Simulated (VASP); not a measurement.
# FeC23 (a cell with a defect) in VASP: further runs

The runs below take FeC23 (a cell with a defect) through relaxation of the atoms, single point, with PBEsol+U.

Program: VASP 6.6.1. These are calculated values, not measurements. Logs are shortened: lines on timing, memory, paths and dates and some standing lists are left out, and cuts for length are marked.

### 1 Starting point

The cell holds a defect, 24 atoms: a = 7.566 Å, b = 5.044 Å, c = 5.044 Å, α = 60.00°, β = 60.00°, γ = 60.00°.

### 2 Relaxation of the atoms, PBEsol+U, collinear spin, ferromagnetic start (atoms moved at random, drawn with an rms of 0.05 Å)

INCAR

```
SYSTEM = FeC23
PREC = Accurate
ENCUT = 450
EDIFF = 1E-5
ISMEAR = 0
SIGMA = 0.03
LREAL = Auto
LASPH = .TRUE.
NELM = 120
ALGO = Normal
ISIF = 2
LWAVE = .FALSE.
LCHARG = .FALSE.
ISPIN = 2
MAGMOM = 2 0 0 0 0 0 0 0 0 0 0 0 0 0 0 0 0 0 0 0 0 0 0 0
LORBIT = 11
NUPDOWN = 2
LMAXMIX = 4
LDAU = .TRUE.
LDAUTYPE = 2
LDAUL = 2 -1
LDAUU = 4 0
LDAUJ = 0 0
LDAUPRINT = 1
GGA = PS
IBRION = 2
NSW = 60
EDIFFG = -0.03
ISYM = 0
KPAR = 4
```

KPOINTS

```
Automatic mesh
0
G
  3 4 4
  0 0 0
```

POSCAR

```
FeC23
1.0
    0.0000000000      5.3503200000      5.3503200000
    3.5668800000      0.0000000000      3.5668800000
    3.5668800000      3.5668800000      0.0000000000
Fe C
1 23
Direct
    0.0015940000     -0.0072120000     -0.0095050000
    0.0025250000     -0.0067170000      0.5108820000
    0.0078370000      0.4957910000     -0.0032430000
    0.0006120000      0.5021710000      0.5046670000
    0.3318910000      0.0052250000      0.0037550000
    0.3347420000      0.0089430000      0.4913360000
    0.3330570000      0.5009720000     -0.0107880000
    0.3440070000      0.5023800000      0.4847400000
    0.6556270000      0.0043510000      0.0083080000
    0.6716790000     -0.0043130000      0.5030580000
    0.6607670000      0.5096790000      0.0004540000
    0.6654280000      0.4940170000      0.5009270000
    0.0975260000      0.1060700000      0.1278990000
    0.0878570000      0.1247040000      0.6183220000
    0.0813200000      0.6189570000      0.1263670000
    0.0759830000      0.6315270000      0.6263370000
    0.4096550000      0.1363390000      0.1235610000
    0.4103090000      0.1329750000      0.6224700000
    0.4143720000      0.6314260000      0.1210950000
    0.4223900000      0.6152760000      0.6265110000
    0.7433560000      0.1389270000      0.1168050000
    0.7504580000      0.1314330000      0.6295470000
    0.7415780000      0.6258430000      0.1334850000
    0.7453650000      0.6315470000      0.6263150000
```

Potentials or basis: VASP PAW PBE potentials, release 64 (Fe, C).

Command:

```console
$ cat potpaw_PBE.64/Fe/POTCAR potpaw_PBE.64/C/POTCAR > POTCAR
$ mpirun -np 4 vasp_std > vasp.out
```

OUTCAR:

```text
SYSTEM = FeC23
   PREC = Accurate
   ENCUT = 450
   EDIFF = 1E-5
   ISMEAR = 0
   LREAL = Auto
   LASPH = .TRUE.
   NELM = 120
   ISIF = 2
   ISPIN = 2
   LORBIT = 11
   NUPDOWN = 2
   GGA = PS
   IBRION = 2
   NSW = 60
   EDIFFG = -0.03
   ISYM = 0

 ion  position               nearest neighbor table
   1  0.002  0.993  0.990-  14 1.53  15 1.54  21 1.60  13 1.63   2 2.41   3 2.47   7 2.49   4 2.51
                             6 2.52   4 2.54  10 2.54   9 2.55   5 2.57   3 2.58  11 2.59
   2  0.003  0.993  0.511-  16 1.49  14 1.51  22 1.56  13 1.58   1 2.41
   3  0.008  0.496  0.997-  15 1.50  16 1.53  13 1.61  23 1.65   1 2.47   1 2.58
   4  0.001  0.502  0.505-  16 1.50  14 1.56  15 1.56  24 1.58   1 2.51   1 2.54
   5  0.332  0.005  0.004-  13 1.45  17 1.51  19 1.54  18 1.57   1 2.57
   6  0.335  0.009  0.491-  17 1.52  18 1.52  14 1.53  20 1.62   1 2.52
   7  0.333  0.501  0.989-  20 1.49  17 1.50  15 1.56  19 1.58   1 2.49
   8  0.344  0.502  0.485-  19 1.50  18 1.53  20 1.54  16 1.66
   9  0.656  0.004  0.008-  17 1.52  21 1.54  23 1.56  22 1.56   1 2.55
  10  0.672  0.996  0.503-  24 1.50  22 1.57  21 1.59  18 1.62   1 2.54
  11  0.661  0.510  0.000-  19 1.52  23 1.53  21 1.53  24 1.54   1 2.59
  12  0.665  0.494  0.501-  22 1.49  20 1.50  23 1.51  24 1.58
  13  0.098  0.106  0.128-   5 1.45   2 1.58   3 1.61   1 1.63
  14  0.088  0.125  0.618-   2 1.51   6 1.53   1 1.53   4 1.56
  15  0.081  0.619  0.126-   3 1.50   1 1.54   7 1.56   4 1.56
  16  0.076  0.632  0.626-   2 1.49   4 1.50   3 1.53   8 1.66
  17  0.410  0.136  0.124-   7 1.50   5 1.51   6 1.52   9 1.52
  18  0.410  0.133  0.622-   6 1.52   8 1.53   5 1.57  10 1.62
  19  0.414  0.631  0.121-   8 1.50  11 1.52   5 1.54   7 1.58
  20  0.422  0.615  0.627-   7 1.49  12 1.50   8 1.54   6 1.62
  21  0.743  0.139  0.117-  11 1.53   9 1.54  10 1.59   1 1.60
  22  0.750  0.131  0.630-  12 1.49   2 1.56   9 1.56  10 1.57
  23  0.742  0.626  0.133-  12 1.51  11 1.53   9 1.56   3 1.65
  24  0.745  0.632  0.626-  10 1.50  11 1.54   4 1.58  12 1.58

IMPORTANT INFORMATION: All symmetrisations will be switched off!
NOSYMM: (Re-)initialisation of all symmetry stuff for point group C_1.

----------------------------------------------------------------------------------------

                                     Primitive cell

  volume of cell :     136.1403

  direct lattice vectors                    reciprocal lattice vectors
     0.000000000  5.350320000  5.350320000    -0.093452354  0.093452354  0.093452354
     3.566880000  0.000000000  3.566880000     0.140178531 -0.140178531  0.140178531
     3.566880000  3.566880000  0.000000000     0.140178531  0.140178531 -0.140178531

[... 522 lines left out ...]
  o =  0.6128  v =  0.0000  0.0000  0.0000  0.0000  0.0000 -0.6232 -0.3157 -0.0517 -0.7089  0.0819      0.0000  0.0000  0.0000  0.0000  0.0000  0.0000  0.0000  0.0000  0.0000  0.0000
  o =  0.6195  v =  0.0000  0.0000  0.0000  0.0000  0.0000  0.7434  0.0145  0.0875 -0.6618  0.0394      0.0000  0.0000  0.0000  0.0000  0.0000  0.0000  0.0000  0.0000  0.0000  0.0000
  o =  0.8384  v = -0.3510 -0.8105 -0.0344 -0.4615  0.0752  0.0000  0.0000  0.0000  0.0000  0.0000      0.0000  0.0000  0.0000  0.0000  0.0000  0.0000  0.0000  0.0000  0.0000  0.0000
  o =  0.8548  v =  0.8113 -0.0297  0.1340 -0.5653  0.0578  0.0000  0.0000  0.0000  0.0000  0.0000      0.0000  0.0000  0.0000  0.0000  0.0000  0.0000  0.0000  0.0000  0.0000  0.0000
  o =  0.8788  v =  0.4502 -0.5838  0.0092  0.6735 -0.0534  0.0000  0.0000  0.0000  0.0000  0.0000      0.0000  0.0000  0.0000  0.0000  0.0000  0.0000  0.0000  0.0000  0.0000  0.0000
  o =  0.9312  v =  0.0000  0.0000  0.0000  0.0000  0.0000  0.0743 -0.0008 -0.8601 -0.0601 -0.5011      0.0000  0.0000  0.0000  0.0000  0.0000  0.0000  0.0000  0.0000  0.0000  0.0000
  o =  0.9463  v = -0.1081 -0.0006  0.8609  0.0986  0.4872  0.0000  0.0000  0.0000  0.0000  0.0000      0.0000  0.0000  0.0000  0.0000  0.0000  0.0000  0.0000  0.0000  0.0000  0.0000
  o =  0.9638  v =  0.0650  0.0367 -0.4894  0.0638  0.8665  0.0000  0.0000  0.0000  0.0000  0.0000      0.0000  0.0000  0.0000  0.0000  0.0000  0.0000  0.0000  0.0000  0.0000  0.0000

--------------------------------------- Ionic step       16  -------------------------------------------

 number of electron     100.0000012 magnetization       2.0000000

 Free energy of the ion-electron system (eV)
  ---------------------------------------------------
  ext. energy  EPLUGINS =         0.00000000
  ---------------------------------------------------
  free energy    TOTEN  =      -219.29559474 eV

  energy without entropy =     -219.29465997  energy(sigma->0) =     -219.29512735

 E-fermi :  10.5446     XC(G=0): -13.6163

 val. band max:       11.9216024512   @ k =   0.3333   0.5000   0.5000
 cond. band min:      11.9655677291   @ k =   0.3333  -0.2500   0.2500
 fundamental gap:      0.0439652779
 Fermi energy:        11.9516922747

 spin component 1

 k-point     1 :       0.0000    0.0000    0.0000
  band No.  band energies     occupation
      1     -11.7297      1.00000
      2      -8.8832      1.00000
      3      -8.5686      1.00000
      4      -6.2614      1.00000
      5      -6.1252      1.00000
      6      -6.1160      1.00000
[... 3113 lines left out ...]
     61      17.5205      0.00000
     62      17.7631      0.00000

 [... further k-points ...]

 [bands above 62 left out]

------------------------ aborting loop because EDIFF is reached ----------------------------------------

  FORCE on cell =-STRESS in cart. coord.  units (eV):
  Direction    XX          YY          ZZ          XY          YZ          ZX
  --------------------------------------------------------------------------------------
  -------------------------------------------------------------------------------------
  Total       22.4225560     17.7611034     17.5412750     -2.7974229      1.8160233     -2.5524660
  in kB      263.8815032    209.0228542    206.4357880    -32.9216774     21.3720038    -30.0388840
  external PRESSURE =     226.4467151 kB  Pullay stress =       0.0000000 kB
[... 39 lines left out ...]
  FREE ENERGIE OF THE ION-ELECTRON SYSTEM (eV)
  ---------------------------------------------------
  free  energy   TOTEN  =      -219.2955947388 eV

  energy  without entropy=     -219.2946599697  energy(sigma->0) =     -219.29512735

 reached required accuracy - stopping structural energy minimisation

 total charge

# of ion       s       p       d       tot
------------------------------------------
    1        0.778   0.853   7.165   8.796
    2        0.834   1.767   0.000   2.600
    3        0.834   1.767   0.000   2.601
    4        0.828   1.747   0.000   2.575
    5        0.837   1.784   0.000   2.620
    6        0.831   1.755   0.000   2.586
[... 16 lines left out ...]
   23        0.828   1.738   0.000   2.566
   24        0.826   1.726   0.000   2.552
--------------------------------------------------
tot         19.995  41.384   7.165  68.544

 magnetization (x)

# of ion       s       p       d       tot
------------------------------------------
    1        0.014   0.083   1.732   1.829
    2        0.002   0.004   0.000   0.006
    3        0.002   0.005   0.000   0.006
    4        0.006   0.018   0.000   0.025
    5        0.005   0.009   0.000   0.014
    6        0.001   0.003   0.000   0.004
[... 16 lines left out ...]
   23        0.001   0.003   0.000   0.004
   24        0.001   0.004   0.000   0.005
--------------------------------------------------
tot          0.040   0.055   1.732   1.827
```

Wall time 49 min (4 MPI ranks of Intel Xeon Platinum 8259CL at 2.50GHz (Skylake/Cascade Lake), shared host); peak memory 0.47 GiB.

What came out:

```yaml
Free_energy: -219.2956 eV
Energy_gained_by_relaxing: 169.1 meV/atom
Ionic_steps: 16
Largest_force_after_relaxing: 0.029 eV/Å
Net_moment: 2.00 μB per cell
Site_moments: Fe +1.83; C +0.01, +0.03, +0.00, -0.00, -0.04, -0.03 μB
Valence_electrons_inside_the_program's_atomic_spheres: Fe 8.80; C 2.60, 2.58, 2.62, 2.59, 2.61, 2.67, 2.65, 2.57, 2.55
```

Forces in eV/Å, atoms in the order of the input:
```
Fe   0.004 -0.001  0.011
C    0.002  0.009 -0.004
C   -0.003 -0.004  0.004
C    0.003 -0.008  0.002
C    0.018  0.004  0.004
C   -0.006 -0.001 -0.002
C   -0.004 -0.012 -0.006
C    0.012  0.008  0.006
C    0.001  0.007  0.005
C    0.005  0.002  0.003
C    0.012 -0.002  0.007
C   -0.007  0.002  0.011
C   -0.020 -0.005 -0.021
C   -0.011 -0.001  0.021
C   -0.008  0.017  0.005
C    0.000 -0.006 -0.014
C   -0.008 -0.014 -0.011
C    0.006 -0.009  0.006
C    0.004  0.001 -0.003
C   -0.007  0.007  0.006
C    0.009 -0.011 -0.014
C    0.000  0.007 -0.008
C   -0.002  0.000 -0.013
C   -0.002  0.010  0.008
```

The path:
| step | energy change (eV) | largest force (eV/Å) | pressure (GPa) |
| --- | --- | --- | --- |
| 1 | 0.0000 | 10.9375 | 31.03 |
| 2 | 4.3592 | 7.9064 | 30.19 |
| 3 | -3.6307 | 2.5871 | 22.99 |
| 4 | -3.6064 | 3.2434 | 23.55 |
| 5 | -3.9518 | 0.9042 | 22.73 |
| 6 | -4.0268 | 0.5786 | 22.73 |
| 7 | -4.0346 | 0.3868 | 22.69 |
| 8 | -4.0496 | 0.3723 | 22.58 |
| 9 | -4.0511 | 0.2296 | 22.61 |
| 10 | -4.0560 | 0.1753 | 22.61 |
| 11 | -4.0560 | 0.1568 | 22.65 |
| 12 | -4.0582 | 0.0704 | 22.67 |
| 13 | -4.0582 | 0.0692 | 22.62 |
| 14 | -4.0589 | 0.0395 | 22.49 |
| 15 | -4.0589 | 0.0394 | 22.60 |
| 16 | -4.0590 | 0.0293 | 22.64 |

Final structure:
```yaml
crystal:
  lattice:
    - [0.00000, 5.35032, 5.35032]
    - [3.56688, 0.00000, 3.56688]
    - [3.56688, 3.56688, 0.00000]
  atoms:
    - { symbol: Fe, position: [0.99411, 0.00159, 0.00154] }
    - { symbol: C, position: [0.00049, 0.00145, 0.49757] }
    - { symbol: C, position: [0.00055, 0.49976, 0.99914] }
    - { symbol: C, position: [0.00000, 0.50122, 0.49951] }
    - { symbol: C, position: [0.33242, 0.00315, 0.00110] }
    - { symbol: C, position: [0.33873, 0.00039, 0.49046] }
    - { symbol: C, position: [0.33895, 0.49203, 0.99850] }
    - { symbol: C, position: [0.33196, 0.50198, 0.49989] }
    - { symbol: C, position: [0.66794, 0.00009, 0.99784] }
    - { symbol: C, position: [0.65916, 0.00467, 0.50648] }
    - { symbol: C, position: [0.65916, 0.50882, 0.00236] }
    - { symbol: C, position: [0.66701, 0.50126, 0.49904] }
    - { symbol: C, position: [0.09380, 0.13783, 0.13545] }
    - { symbol: C, position: [0.09685, 0.13699, 0.58057] }
    - { symbol: C, position: [0.09738, 0.58102, 0.13540] }
    - { symbol: C, position: [0.08403, 0.62595, 0.62374] }
    - { symbol: C, position: [0.42593, 0.11887, 0.11710] }
    - { symbol: C, position: [0.41208, 0.12712, 0.63005] }
    - { symbol: C, position: [0.41209, 0.63209, 0.12511] }
    - { symbol: C, position: [0.41764, 0.62482, 0.62286] }
    - { symbol: C, position: [0.71107, 0.14795, 0.14529] }
    - { symbol: C, position: [0.75047, 0.12753, 0.62377] }
    - { symbol: C, position: [0.75056, 0.62612, 0.12519] }
    - { symbol: C, position: [0.74760, 0.62761, 0.62536] }
```

Eigenvalues of the final occupation matrices:
| site | spin | trace | eigenvalues |
| --- | --- | --- | --- |
| site 1 d | 1 | 4.48 | 0.84 0.85 0.88 0.95 0.96 |
| site 1 d | 2 | 2.75 | 0.07 0.51 0.61 0.62 0.93 |

Caveat: the k mesh is coarse (spacing up to 0.38 Å⁻¹), so the values aren't converged; the cutoff is under 1.25 times the usual one of these potentials, so pressure, stress and relaxed cells hold a basis-set (Pulay) error; the PAW data sets were made with another functional, which shifts forces and pressure a little; the total moment is fixed, so each spin has its own Fermi level; the U is typed as a test and isn't derived for this compound. The state reached can hang on the start; a lower one may exist.

### 3 Single point, PBEsol+U, collinear spin, ferromagnetic start

INCAR

```
SYSTEM = FeC23
PREC = Accurate ; ENCUT = 450
EDIFF = 1E-5 ; ISMEAR = 0
SIGMA = 0.03 ; LREAL = Auto
LASPH = .True. ; NELM = 120
ALGO = Normal ; ISIF = 2
LWAVE = .False. ; LCHARG = .False.
ISPIN = 2 ; MAGMOM = 2 0 0 0 0 0 0 0 0 0 0 0 0 0 0 0 0 0 0 0 0 0 0 0
LORBIT = 11 ; LMAXMIX = 4
LDAU = .True. ; LDAUTYPE = 2
LDAUL = 2 -1 ; LDAUU = 4 0
LDAUJ = 0 0 ; LDAUPRINT = 1
GGA = PS ; ISYM = 0
KPAR = 4
```

KPOINTS

```
Automatic mesh
0
Gamma
  3 4 4
  0 0 0
```

POSCAR

```
FeC23                                   
1.0
    0.0000000000      5.3503200000      5.3503200000
    3.5668800000      0.0000000000      3.5668800000
    3.5668800000      3.5668800000      0.0000000000
  Fe              C             
     1    23
Direct
     0.9941058467399687    0.0015947658391175    0.0015448538433791
     0.0004883876997670    0.0014471682375785    0.4975683943260661
     0.0005476052945744    0.4997632162095548    0.9991406163799518
     0.9999976832203495    0.5012175752377711    0.4995071355687417
     0.3324180758588697    0.0031494456080440    0.0010954708539399
     0.3387264240270494    0.0003939947072307    0.4904617664097872
     0.3389530145418347    0.4920346277996709    0.9985002774880773
     0.3319636770786374    0.5019783217182475    0.4998937598305562
     0.6679376726589238    0.0000868516379036    0.9978376726843389
     0.6591580069041912    0.0046654305227447    0.5064825312208954
     0.6591594258937805    0.5088218547967065    0.0023608575180629
     0.6670083656059919    0.5012646618836702    0.4990404454880168
     0.0937973054538472    0.1378256815084123    0.1354485614493706
     0.0968485534248469    0.1369901626925187    0.5805702722297019
     0.0973762120466274    0.5810202228855597    0.1354031434087954
     0.0840258749201532    0.6259469326372622    0.6237371020737916
     0.4259282867332579    0.1188673598511941    0.1170958771385432
     0.4120777119750750    0.1271204739727574    0.6300466760684755
     0.4120871829167793    0.6320874194749573    0.1251052776357894
     0.4176361822661977    0.6248178531677745    0.6228641058263200
     0.7110726643228823    0.1479545414421940    0.1452868711012672
     0.7504663538487540    0.1275323372202658    0.6237656344151588
     0.7505575313040213    0.6261154113823674    0.1251889915224966
     0.7475969552636004    0.6276146895664940    0.6253587055184778
```

Potentials or basis: VASP PAW PBE potentials, release 64 (Fe, C).

Command:

```console
$ cat potpaw_PBE.64/Fe/POTCAR potpaw_PBE.64/C/POTCAR > POTCAR
$ mpirun -np 4 vasp_std > vasp.out
```

Run time: 4.9 min. Hardware: 4 MPI ranks of Intel Xeon Platinum 8259CL at 2.50GHz (Skylake/Cascade Lake), shared host; peak memory 0.45 GiB.

Results (log left out):

```yaml
Free_energy: -220.2203 eV
Largest_force: 1.766 eV/Å
Band_gap_on_the_k_mesh: 1.98 eV, indirect (least direct gap 2.01 eV)
Net_moment: 0.00 μB per cell
Valence_electrons_inside_the_program's_atomic_spheres: Fe 8.88; C 2.60, 2.58, 2.62, 2.59, 2.67, 2.65, 2.57, 2.61, 2.66, 2.56, 2.55
```

Forces in eV/Å, atoms in the order of the input:
```
Fe  -0.276  0.395  0.499
C   -0.056  0.032  0.168
C   -0.068  0.160  0.019
C   -0.326  0.064  0.058
C    0.006  0.187  0.193
C    0.065  0.103 -0.055
C    0.069 -0.070  0.111
C    0.051 -0.018 -0.024
C    0.104 -0.292 -0.287
C    0.012  0.092 -0.037
C    0.009 -0.032  0.119
C   -0.014  0.000  0.007
C   -0.668 -0.981 -1.035
C    1.114  0.689 -1.115
C    1.174 -1.135  0.671
C    0.023  0.002  0.002
C   -0.010 -0.104 -0.105
C   -0.009 -0.062 -0.006
C   -0.011 -0.008 -0.062
C    0.018 -0.011 -0.008
C   -1.021  0.850  0.773
C   -0.029 -0.014  0.128
C   -0.024  0.134 -0.035
C   -0.133  0.019  0.023
```

Levels at points of the mesh, in eV from the valence-band top:
Spin up:
```csv
k point,band 47,band 48,band 49,band 50,band 51,band 52,band 53,band 54
"(0.00, 0.00, 0.00)",-1.16,-1.10,-1.02,-0.96,2.39,3.76,3.79,4.45
"(0.00, 0.50, 0.00)",-1.65,-1.50,-0.18,-0.03,1.98,2.66,3.82,4.53
"(0.00, 0.00, 0.50)",-1.66,-1.52,-0.18,-0.03,2.00,2.64,3.81,4.53
"(0.00, 0.50, 0.50)",-1.74,-1.59,-0.26,0.00,2.03,3.02,3.72,3.95
```
Spin down:
| k point | band 48 | band 49 | band 50 | band 51 | band 52 | band 53 |
| --- | --- | --- | --- | --- | --- | --- |
| (0.00, 0.00, 0.00) | -1.10 | -1.02 | -0.96 | 2.39 | 3.76 | 3.79 |
| (0.00, 0.50, 0.00) | -1.50 | -0.18 | -0.04 | 1.98 | 2.66 | 3.82 |
| (0.00, 0.00, 0.50) | -1.52 | -0.18 | -0.03 | 2.00 | 2.64 | 3.81 |
| (0.00, 0.50, 0.50) | -1.59 | -0.26 | 0.00 | 2.03 | 3.02 | 3.72 |

Eigenvalues of the final occupation matrices:
```
    site  spin  trace               eigenvalues
site 1 d     1   3.72  0.59 0.63 0.63 0.94 0.94
site 1 d     2   3.72  0.59 0.63 0.63 0.94 0.94
```

Caveat: the cutoff is under 1.25 times the usual one of these potentials, so pressure, stress and relaxed cells hold a basis-set (Pulay) error; the starting moments collapsed, and a magnetic state may lie lower; the PAW data sets were made with another functional, which shifts forces and pressure a little; the U is typed as a test and isn't derived for this compound.

### 4 Single point, PBEsol+U, collinear spin, ferromagnetic start

INCAR

```
SYSTEM = FeC23
PREC = Accurate ; ENCUT = 450
EDIFF = 1E-5 ; ISMEAR = 0
SIGMA = 0.03 ; LREAL = Auto
LASPH = .True. ; NELM = 120
ALGO = Normal ; ISIF = 2
LWAVE = .False. ; LCHARG = .False.
ISPIN = 2 ; MAGMOM = 2 0 0 0 0 0 0 0 0 0 0 0 0 0 0 0 0 0 0 0 0 0 0 0
LORBIT = 11 ; NUPDOWN = 2
LMAXMIX = 4 ; LDAU = .True.
LDAUTYPE = 2 ; LDAUL = 2 -1
LDAUU = 6 0 ; LDAUJ = 0 0
LDAUPRINT = 1 ; GGA = PS
ISYM = 0 ; KPAR = 4
```

KPOINTS is that of step 3.

POSCAR is that of step 3.

Command:

```console
$ cat potpaw_PBE.64/Fe/POTCAR potpaw_PBE.64/C/POTCAR > POTCAR
$ mpirun -np 4 vasp_std > vasp.out
```

Run time: 8.2 min. Hardware: 4 MPI ranks of Intel Xeon Platinum 8259CL at 2.50GHz (Skylake/Cascade Lake), shared host; peak memory 0.45 GiB.

It converged, with:

```yaml
Free_energy: -218.0723 eV
Largest_force: 0.102 eV/Å
Net_moment: 2.00 μB per cell
Site_moments: Fe +2.01; C +0.00, +0.01, +0.02, -0.00, -0.06, -0.05, -0.02 μB
Valence_electrons_inside_the_program's_atomic_spheres: Fe 8.90; C 2.60, 2.58, 2.62, 2.59, 2.61, 2.67, 2.65, 2.57, 2.55
```

Forces in eV/Å, atoms in the order of the input:
```
Fe  -0.025  0.035  0.053
C    0.008  0.010  0.002
C    0.003  0.001  0.003
C   -0.003 -0.005  0.004
C    0.022 -0.032 -0.032
C    0.016 -0.013 -0.022
C    0.016 -0.031 -0.019
C    0.012  0.008  0.005
C    0.020  0.044  0.043
C   -0.021 -0.021  0.028
C   -0.012  0.022 -0.015
C   -0.008  0.004  0.013
C   -0.008 -0.063 -0.080
C   -0.017  0.020  0.010
C   -0.009  0.005  0.022
C    0.001 -0.011 -0.018
C   -0.004 -0.016 -0.014
C    0.002 -0.003  0.010
C    0.000  0.005  0.004
C   -0.007  0.008  0.008
C    0.018  0.023  0.013
C   -0.001  0.006 -0.013
C   -0.003 -0.005 -0.015
C    0.001  0.011  0.010
```

Eigenvalues of the final occupation matrices:
```tsv
site	spin	trace	eigenvalues
site 1 d	1	4.65	0.88 0.89 0.92 0.97 0.98
site 1 d	2	2.71	0.05 0.47 0.61 0.62 0.96
```

Caveat: the k mesh is coarse (spacing up to 0.38 Å⁻¹), so the values aren't converged; the cutoff is under 1.25 times the usual one of these potentials, so pressure, stress and relaxed cells hold a basis-set (Pulay) error; the PAW data sets were made with another functional, which shifts forces and pressure a little; the total moment is fixed, so each spin has its own Fermi level; the U is typed as a test and isn't derived for this compound.
